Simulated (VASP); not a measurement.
Method: PBEsol GGA, VASP's PBE PAW potentials (set 64) (plane waves; VASP 6.6.1).

The input files of a VASP run:

### POSCAR
```
Al(111) slab
1.0
  2.8368564379   0.0000000000   0.0000000000
 -1.4184282190   2.4567897789   0.0000000000
  0.0000000000   0.0000000000  24.1241039858
Al
4
Cartesian
  0.0000000000   0.0000000000   8.5260113334
  1.4184296374   0.8189291074  10.8773767820
 -0.0000014185   1.6378606715  13.2467272038
  0.0000000000   0.0000000000  15.5980926524
```

### KPOINTS
```
Automatic mesh
0
Gamma
11 11 1
0 0 0
```

### INCAR
```
GGA  =  PS   # PBEsol
LREAL  =  F   # projection in real space or not
LORBIT  =  11   # lm-projected
ENCUT  =  400
LDIPOL  =  T
ALGO  =  Normal
NELMIN  =  4
DIPOL  =  0.5 0.5 0.5
SIGMA  =  0.1
IDIPOL  =  3
SYSTEM  =  Al(111) slab
LVHAR  =  T
LASPH  =  T   # aspherical one-centre terms
ISMEAR  =  1   # Methfessel-Paxton
PREC  =  Normal
EDIFF  =  1E-6
NELM  =  100
LWAVE  =  F
LCHARG  =  F
```

POTCAR, in this order: Al (PBE.64 set). Program: vasp_std. Read from the step before: WAVECAR.

Problem. Estimate the energy per atom (σ→0), band gap (on the k-mesh).

Solution. 
| Quantity | Value |
|---|---|
| energy per atom (σ→0) | -3.873 eV/atom |
| band gap (on the k-mesh) | none (metal, semimetal or under 0.01 eV) |

File OSZICAR:
```
       N       E                     dE             d eps       ncg     rms          rms(c)
DAV:   1    -0.154933559451E+02   -0.15493E+02   -0.21313E-05   350   0.235E-02    0.389E-03
DAV:   2    -0.154933537398E+02    0.22053E-05   -0.15481E-05   376   0.198E-02    0.137E-03
DAV:   3    -0.154933536357E+02    0.10407E-06   -0.12415E-06   260   0.781E-03    0.523E-04
DAV:   4    -0.154933536486E+02   -0.12927E-07   -0.21110E-07   246   0.355E-03
   1 F= -.15493354E+02 E0= -.15492177E+02  d E =-.352907E-02
```

The cell is a thin slab with vacuum, built from Al (fcc): (111) face.
